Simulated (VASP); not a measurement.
Here is a VASP 6.6.1 calculation.

INCAR

```
PREC = Accurate
ENCUT = 600
EDIFF = 1E-6
ISMEAR = 0
SIGMA = 0.1
LREAL = False
LASPH = True
NELM = 100
ALGO = Normal
ISIF = 3
LWAVE = False
LCHARG = False
GGA = PE
IBRION = 2
NSW = 90
EDIFFG = -0.04
```

KPOINTS

```
Automatic mesh
0
Gamma
  6 6 2
```

The input POSCAR:

```
KC
1.0
    4.2508900900      0.0000000000      0.0000000000
   -2.1254450500      3.6813788100      0.0000000000
    0.0000000000      0.0000000000      9.7003979300
K C
2 2
Direct
    0.0000000000      0.0000000000      0.0000000000
    0.0000000000      0.0000000000      0.5000000000
    0.0000000000      0.0000000000      0.7812536000
    0.0000000000      0.0000000000      0.2187464000
```

Potentials or basis: VASP PAW PBE potentials, release 64 (K_sv, C).

The run is started by

```sh
$ cat potpaw_PBE.64/K_sv/POTCAR potpaw_PBE.64/C/POTCAR > POTCAR
$ mpirun -np 1 vasp_std > vasp.out
```

Question: What does it give for the relaxed volume?

Answer: 24.26 Å³/atom.

Question: Predict the band gap on the k mesh.

Answer: None (metal or under the smearing width).

Question: Estimate the relaxed cell.

Answer: a = 3.276 Å, b = 3.276 Å, c = 10.443 Å, α = 90.00°, β = 90.00°, γ = 120.00°.

Forces on the atoms (eV/Å):
```
K    0.000  0.000  0.000
K    0.000  0.000  0.000
C    0.000  0.000 -0.029
C    0.000  0.000  0.029
```

Caveat: the volume moved by over 15 % at a fixed basis, so the end points are rough.
